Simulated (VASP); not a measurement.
OSZICAR of a VASP run on Ni3Si (L1_2):

File OSZICAR:
```
       N       E                     dE             d eps       ncg     rms          rms(c)
DAV:   1     0.185692115974E+03    0.18569E+03   -0.13600E+04  5290   0.181E+03
DAV:   2    -0.616794015284E+01   -0.19186E+03   -0.18475E+03  5255   0.331E+02
DAV:   3    -0.160273905897E+02   -0.98595E+01   -0.95992E+01  5730   0.106E+02
DAV:   4    -0.161872128425E+02   -0.15982E+00   -0.15924E+00  5965   0.119E+01
DAV:   5    -0.161918954595E+02   -0.46826E-02   -0.46821E-02  6139   0.195E+00    0.162E+01
DAV:   6    -0.161467584685E+02    0.45137E-01   -0.24810E+01  5812   0.844E+01    0.110E+01
DAV:   7    -0.144979785962E+02    0.16488E+01   -0.76965E+00  5788   0.489E+01    0.413E+00
DAV:   8    -0.145249290776E+02   -0.26950E-01   -0.53805E-01  7352   0.157E+01    0.244E+00
DAV:   9    -0.144835110896E+02    0.41418E-01   -0.12913E-01  6382   0.137E+01    0.937E-01
DAV:  10    -0.144821981382E+02    0.13130E-02   -0.19919E-02  6502   0.249E+00    0.584E-01
DAV:  11    -0.144829378636E+02   -0.73973E-03   -0.58589E-03  7679   0.238E+00    0.453E-01
DAV:  12    -0.144820183581E+02    0.91951E-03   -0.36597E-03  6923   0.224E+00    0.133E-01
DAV:  13    -0.144820772842E+02   -0.58926E-04   -0.97918E-04  7349   0.667E-01    0.471E-02
DAV:  14    -0.144820681885E+02    0.90956E-05   -0.13751E-04  6843   0.225E-01    0.253E-02
DAV:  15    -0.144820624341E+02    0.57545E-05   -0.34474E-05  6042   0.141E-01    0.890E-03
DAV:  16    -0.144820605653E+02    0.18688E-05   -0.67638E-06  5454   0.654E-02    0.341E-03
DAV:  17    -0.144820603998E+02    0.16549E-06   -0.70197E-07  2950   0.227E-02
   1 F= -.14482060E+02 E0= -.14482403E+02  d E =0.102809E-02
```

Problem. Which electronic solver shows in the log?

Solution. It is blocked Davidson (ALGO = Normal, or the opening steps of other solvers). The INCAR had ALGO = Normal.

Problem. How was spin treated?

Solution. Without spin polarisation: there is no mag entry.

Problem. Can the final energy be trusted as converged?

Solution. The run converged. It stopped with EDIFF = 1E-6, NELM = 100 (PBE GGA + U (Dudarev), plane waves, VASP's PBE PAW potentials (set 64)).

The compound is Ni3Si in the L1_2 structure. The cell was not relaxed at this level, atoms are displaced from their ideal sites. The run is one of a series of settings (LDAU = .TRUE., LDAUJ = 0 0, LDAUL = -1 2, LDAUTYPE = 2, LDAUU = 0 5.0, LMAXMIX = 2 against the base run), some of them coarse on purpose. The run is not spin-polarised, so no magnetic state was tried.
